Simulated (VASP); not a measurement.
All values below come from LDA (Ceperley-Alder, Perdew-Zunger), VASP's LDA PAW potentials (set 64) (plane waves; VASP 6.6.1).

Input for VASP

### KPOINTS
```
Automatic
0
Gamma
3 3 3
```

INCAR:
```
NSW = 1
LREAL = F   ! projection in real space or not
NFREE = 2
LPHON_DISPERSION = T
LASPH = T
NELM = 100   ! most electronic steps
ISIF = 2   ! forces and stress, cell fixed
POTIM = 0.015   ! step
IBRION = 6   ! finite differences
ALGO = Normal   ! blocked Davidson
PREC = Accurate
LCHARG = F
ISMEAR = 0   ! Gaussian
SIGMA = 0.05   ! width (eV)
SYSTEM = MgS
EDIFF = 1E-7   ! SCF stop (eV)
ENCUT = 400   ! plane-wave cut-off (eV)
LWAVE = F
```

QPOINTS:
```
k-points along high-symmetry lines
13
Line-mode
Cartesian
  0.000000   0.000000   0.000000 ! GAMMA
  0.000000   0.195410   0.000000 ! X

  0.000000   0.195410   0.000000 ! X
  0.048853   0.195410   0.048853 ! U

  0.146558   0.146558   0.000000 ! K
  0.000000   0.000000   0.000000 ! GAMMA

  0.000000   0.000000   0.000000 ! GAMMA
  0.097705   0.097705   0.097705 ! L

  0.097705   0.097705   0.097705 ! L
  0.097705   0.195410   0.000000 ! W

  0.097705   0.195410   0.000000 ! W
  0.000000   0.195410   0.000000 ! X
```

### POSCAR
```
MgS
1
    0.0000000000     7.6761556872     7.6761556872
    7.6761556872     0.0000000000     7.6761556872
    7.6761556872     7.6761556872     0.0000000000
Mg S
27 27
Direct
  0.0000000000   0.0000000000   0.0000000000
  0.0000000000   0.0000000000   0.3333333333
  0.0000000000   0.0000000000   0.6666666667
  0.0000000000   0.3333333333   0.0000000000
  0.0000000000   0.3333333333   0.3333333333
  0.0000000000   0.3333333333   0.6666666667
  0.0000000000   0.6666666667   0.0000000000
  0.0000000000   0.6666666667   0.3333333333
  0.0000000000   0.6666666667   0.6666666667
  0.3333333333   0.0000000000   0.0000000000
  0.3333333333   0.0000000000   0.3333333333
  0.3333333333   0.0000000000   0.6666666667
  0.3333333333   0.3333333333   0.0000000000
  0.3333333333   0.3333333333   0.3333333333
  0.3333333333   0.3333333333   0.6666666667
  0.3333333333   0.6666666667   0.0000000000
  0.3333333333   0.6666666667   0.3333333333
  0.3333333333   0.6666666667   0.6666666667
  0.6666666667   0.0000000000   0.0000000000
  0.6666666667   0.0000000000   0.3333333333
  0.6666666667   0.0000000000   0.6666666667
  0.6666666667   0.3333333333   0.0000000000
  0.6666666667   0.3333333333   0.3333333333
  0.6666666667   0.3333333333   0.6666666667
  0.6666666667   0.6666666667   0.0000000000
  0.6666666667   0.6666666667   0.3333333333
  0.6666666667   0.6666666667   0.6666666667
  0.1666666667   0.1666666667   0.1666666667
  0.1666666667   0.1666666667   0.5000000000
  0.1666666667   0.1666666667   0.8333333333
  0.1666666667   0.5000000000   0.1666666667
  0.1666666667   0.5000000000   0.5000000000
  0.1666666667   0.5000000000   0.8333333333
  0.1666666667   0.8333333333   0.1666666667
  0.1666666667   0.8333333333   0.5000000000
  0.1666666667   0.8333333333   0.8333333333
  0.5000000000   0.1666666667   0.1666666667
  0.5000000000   0.1666666667   0.5000000000
  0.5000000000   0.1666666667   0.8333333333
  0.5000000000   0.5000000000   0.1666666667
  0.5000000000   0.5000000000   0.5000000000
  0.5000000000   0.5000000000   0.8333333333
  0.5000000000   0.8333333333   0.1666666667
  0.5000000000   0.8333333333   0.5000000000
  0.5000000000   0.8333333333   0.8333333333
  0.8333333333   0.1666666667   0.1666666667
  0.8333333333   0.1666666667   0.5000000000
  0.8333333333   0.1666666667   0.8333333333
  0.8333333333   0.5000000000   0.1666666667
  0.8333333333   0.5000000000   0.5000000000
  0.8333333333   0.5000000000   0.8333333333
  0.8333333333   0.8333333333   0.1666666667
  0.8333333333   0.8333333333   0.5000000000
  0.8333333333   0.8333333333   0.8333333333
```

POTCAR, in this order: Mg S (LDA.64 set). Program: vasp_std.

What VASP printed:

OSZICAR:
```
       N       E                     dE             d eps       ncg     rms          rms(c)
DAV:   1     0.874563937757E+03    0.87456E+03   -0.75121E+04  1104   0.109E+03
DAV:   2    -0.174677565367E+03   -0.10492E+04   -0.10167E+04  1400   0.196E+02
DAV:   3    -0.268281521242E+03   -0.93604E+02   -0.93111E+02  1256   0.639E+01
DAV:   4    -0.270325559567E+03   -0.20440E+01   -0.20372E+01  1328   0.109E+01
DAV:   5    -0.270378939261E+03   -0.53380E-01   -0.53294E-01  1312   0.176E+00    0.242E+01
DAV:   6    -0.260443654666E+03    0.99353E+01   -0.22041E+01  1216   0.757E+00    0.190E+01
DAV:   7    -0.259107873151E+03    0.13358E+01   -0.58464E+00  1288   0.387E+00    0.101E+01
DAV:   8    -0.258995410879E+03    0.11246E+00   -0.35439E-01  1288   0.125E+00    0.144E+00
DAV:   9    -0.258994170388E+03    0.12405E-02   -0.14194E-02  1312   0.240E-01    0.196E-01
DAV:  10    -0.258993570881E+03    0.59951E-03   -0.86667E-04  1304   0.744E-02    0.688E-02
DAV:  11    -0.258993570221E+03    0.65973E-06   -0.19535E-05  1448   0.967E-03    0.309E-02
DAV:  12    -0.258993569556E+03    0.66447E-06   -0.24332E-06  1288   0.272E-03    0.581E-03
DAV:  13    -0.258993569503E+03    0.53426E-07   -0.34518E-07  1032   0.107E-03
   1 F= -.25899357E+03 E0= -.25899357E+03  d E =-.110198E-12
 Found     2 degrees of freedom:
       N       E                     dE             d eps       ncg     rms          rms(c)
DAV:   1    -0.258992974692E+03    0.59486E-03   -0.10841E-02  1768   0.258E-01    0.103E-01
DAV:   2    -0.258992993494E+03   -0.18802E-04   -0.72628E-04  1944   0.586E-02    0.400E-02
DAV:   3    -0.258992983494E+03    0.99995E-05   -0.72370E-05  2024   0.192E-02    0.212E-02
DAV:   4    -0.258992979617E+03    0.38770E-05   -0.95975E-06  1968   0.687E-03    0.125E-02
DAV:   5    -0.258992976466E+03    0.31514E-05   -0.34527E-06  1952   0.544E-03    0.371E-03
DAV:   6    -0.258992975773E+03    0.69303E-06   -0.23418E-06  2104   0.478E-03    0.478E-03
DAV:   7    -0.258992975758E+03    0.14967E-07   -0.13794E-06  1984   0.257E-03    0.351E-03
DAV:   8    -0.258992975741E+03    0.17175E-07   -0.12503E-07  1224   0.821E-04
   2 F= -.25899298E+03 E0= -.25899298E+03  d E =-.138271E-12
       N       E                     dE             d eps       ncg     rms          rms(c)
DAV:   1    -0.258992989742E+03   -0.13984E-04   -0.38450E-02  1680   0.460E-01    0.192E-01
DAV:   2    -0.258993040691E+03   -0.50949E-04   -0.24773E-03  1960   0.112E-01    0.782E-02
DAV:   3    -0.258993003986E+03    0.36704E-04   -0.27430E-04  2040   0.374E-02    0.346E-02
DAV:   4    -0.258992988823E+03    0.15164E-04   -0.35864E-05  1976   0.139E-02    0.216E-02
DAV:   5    -0.258992977957E+03    0.10866E-04   -0.11635E-05  1952   0.109E-02    0.708E-03
DAV:   6    -0.258992975915E+03    0.20417E-05   -0.80499E-06  2168   0.872E-03    0.787E-03
DAV:   7    -0.258992975917E+03   -0.13479E-08   -0.43436E-06  1984   0.441E-03    0.643E-03
DAV:   8    -0.258992975767E+03    0.14929E-06   -0.40027E-07  1888   0.141E-03    0.252E-03
DAV:   9    -0.258992975711E+03    0.56050E-07   -0.26172E-07  1656   0.116E-03
   3 F= -.25899298E+03 E0= -.25899298E+03  d E =-.154366E-12
       N       E                     dE             d eps       ncg     rms          rms(c)
DAV:   1    -0.258991937785E+03    0.10380E-02   -0.26317E-01  1736   0.965E-01    0.261E-01
DAV:   2    -0.258992951458E+03   -0.10137E-02   -0.12402E-02  1896   0.251E-01    0.110E-01
DAV:   3    -0.258992864684E+03    0.86774E-04   -0.23342E-04  2008   0.399E-02    0.766E-02
DAV:   4    -0.258992808289E+03    0.56395E-04   -0.16626E-04  1976   0.279E-02    0.401E-02
DAV:   5    -0.258992806444E+03    0.18450E-05   -0.42448E-05  1992   0.142E-02    0.162E-02
DAV:   6    -0.258992803968E+03    0.24766E-05   -0.48638E-06  2016   0.555E-03    0.965E-03
DAV:   7    -0.258992800061E+03    0.39069E-05   -0.42558E-06  2216   0.670E-03    0.247E-03
DAV:   8    -0.258992798958E+03    0.11028E-05   -0.31206E-06  2040   0.436E-03    0.387E-03
DAV:   9    -0.258992798315E+03    0.64300E-06   -0.90637E-07  1960   0.264E-03    0.251E-03
DAV:  10    -0.258992797542E+03    0.77272E-06   -0.56971E-07  1768   0.300E-03    0.197E-03
DAV:  11    -0.258992797014E+03    0.52827E-06   -0.13487E-06  1984   0.388E-03    0.425E-03
DAV:  12    -0.258992796975E+03    0.39337E-07   -0.90556E-07  1976   0.208E-03
   4 F= -.25899280E+03 E0= -.25899280E+03  d E =-.151910E-12
       N       E                     dE             d eps       ncg     rms          rms(c)
DAV:   1    -0.258990473827E+03    0.23232E-02   -0.90454E-01  1680   0.171E+00    0.443E-01
DAV:   2    -0.258993172503E+03   -0.26987E-02   -0.35131E-02  1848   0.422E-01    0.184E-01
DAV:   3    -0.258992930274E+03    0.24223E-03   -0.73211E-04  2016   0.672E-02    0.125E-01
DAV:   4    -0.258992790089E+03    0.14019E-03   -0.57439E-04  2032   0.500E-02    0.617E-02
DAV:   5    -0.258992800207E+03   -0.10118E-04   -0.12277E-04  1976   0.232E-02    0.265E-02
DAV:   6    -0.258992798795E+03    0.14123E-05   -0.30686E-06  1952   0.377E-03    0.199E-02
DAV:   7    -0.258992796984E+03    0.18115E-05   -0.46607E-06  1968   0.441E-03    0.473E-03
DAV:   8    -0.258992796943E+03    0.40312E-07   -0.60858E-07  1968   0.202E-03
   5 F= -.25899280E+03 E0= -.25899280E+03  d E =-.167966E-12
```

### OUTCAR
```
------------------------ aborting loop because EDIFF is reached ----------------------------------------
  FORCE on cell =-STRESS in cart. coord.  units (eV):
  Direction    XX          YY          ZZ          XY          YZ          ZX
  --------------------------------------------------------------------------------------
  Total        0.0103450      0.0041115      0.0041115      0.0000000      0.0000000     -0.0000000
  in kB        0.0183223      0.0072820      0.0072820      0.0000000      0.0000000     -0.0000000
  external PRESSURE =       0.0109621 kB  Pullay stress =       0.0000000 kB
  volume of cell :      904.61
      direct lattice vectors                 reciprocal lattice vectors
     0.000000000  7.676155687  7.676155687    -0.065136772  0.065136772  0.065136772
     7.676155687  0.000000000  7.676155687     0.065136772 -0.065136772  0.065136772
     7.676155687  7.676155687  0.000000000     0.065136772  0.065136772 -0.065136772
 POSITION                                       TOTAL-FORCE (eV/Angst)
 -----------------------------------------------------------------------------------
      0.00000      0.00000      0.00000        -0.000036      0.001634      0.001634
      2.55872      2.55872      0.00000        -0.003921     -0.000000      0.000084
      5.11744      5.11744      0.00000        -0.000028      0.001637     -0.001637
      2.55872      0.00000      2.55872        -0.003921      0.000084      0.000000
      5.11744      2.55872      2.55872        -0.022557     -0.000000      0.000000
      7.67616      5.11744      2.55872         0.001424      0.002445      0.000000
      5.11744      0.00000      5.11744        -0.000028     -0.001637      0.001637
      7.67616      2.55872      5.11744         0.001424     -0.000000      0.002445
     10.23487      5.11744      5.11744         0.000188     -0.000004     -0.000004
      0.00000      2.55872      2.55872        -0.025445     -0.000000      0.000000
      2.55872      5.11744      2.55872        -0.003921     -0.000084      0.000000
      5.11744      7.67616      2.55872         0.001424      0.002443      0.000000
      2.55872      2.55872      5.11744        -0.003921     -0.000000     -0.000084
      5.11744      5.11744      5.11744        -0.000028      0.001637      0.001637
      7.67616      7.67616      5.11744        -0.000036      0.001634     -0.001634
      5.11744      2.55872      7.67616         0.001424     -0.000000      0.002443
      7.67616      5.11744      7.67616        -0.000036     -0.001634      0.001634
     10.23487      7.67616      7.67616         0.000188      0.000004      0.000004
      0.00000      5.11744      5.11744        -0.000036     -0.001634     -0.001634
      2.55872      7.67616      5.11744         0.000188      0.000004     -0.000004
      5.11744     10.23487      5.11744         0.001424     -0.000000     -0.002443
      2.55872      5.11744      7.67616         0.000188     -0.000004      0.000004
      5.11744      7.67616      7.67616        -0.000028     -0.001637     -0.001637
      7.67616     10.23487      7.67616         0.001424     -0.000000     -0.002445
      5.11744      5.11744     10.23487         0.001424     -0.002443      0.000000
      7.67616      7.67616     10.23487         0.001424     -0.002445      0.000000
     10.23487     10.23487     10.23487         0.001356     -0.000000      0.000000
      2.54372      2.55872      2.55872         0.103042     -0.000000      0.000000
      5.11744      5.11744      2.55872        -0.006781     -0.009968      0.000000
      7.67616      7.67616      2.55872        -0.006808     -0.010067      0.000000
      5.11744      2.55872      5.11744        -0.006781     -0.000000     -0.009968
      7.67616      5.11744      5.11744        -0.000449     -0.000212     -0.000212
     10.23487      7.67616      5.11744         0.001581      0.000008     -0.000008
      7.67616      2.55872      7.67616        -0.006808     -0.000000     -0.010067
     10.23487      5.11744      7.67616         0.001581     -0.000008      0.000008
     12.79359      7.67616      7.67616        -0.000450     -0.000214     -0.000214
      2.55872      5.11744      5.11744         0.001581     -0.000008     -0.000008
      5.11744      7.67616      5.11744        -0.000450     -0.000214      0.000214
      7.67616     10.23487      5.11744        -0.006808     -0.000000      0.010067
      5.11744      5.11744      7.67616        -0.000450      0.000214     -0.000214
      7.67616      7.67616      7.67616        -0.000449      0.000212      0.000212
     10.23487     10.23487      7.67616         0.000432     -0.000000     -0.000001
      7.67616      5.11744     10.23487        -0.006808      0.010067      0.000000
     10.23487      7.67616     10.23487         0.000432     -0.000001      0.000000
     12.79359     10.23487     10.23487        -0.001350     -0.000000      0.000000
      2.55872      7.67616      7.67616         0.001581      0.000008      0.000008
      5.11744     10.23487      7.67616        -0.006781     -0.000000      0.009968
      7.67616     12.79359      7.67616        -0.000449     -0.000212      0.000212
      5.11744      7.67616     10.23487        -0.006781      0.009968      0.000000
      7.67616     10.23487     10.23487        -0.001351     -0.000000      0.000000
     10.23487     12.79359     10.23487         0.000432      0.000001      0.000000
      7.67616      7.67616     12.79359        -0.000449      0.000212     -0.000212
     10.23487     10.23487     12.79359         0.000432     -0.000000      0.000001
     12.79359     12.79359     12.79359        -0.000450      0.000214      0.000214
 -----------------------------------------------------------------------------------
    total drift:                                0.000138      0.000001      0.000000
  FREE ENERGIE OF THE ION-ELECTRON SYSTEM (eV)
  ---------------------------------------------------
  free  energy   TOTEN  =      -258.9927969432 eV

  energy  without entropy=     -258.9927969432  energy(sigma->0) =     -258.99279694
```
(Selected blocks of OUTCAR.)

The cell is a supercell, built from MgS (rock salt).
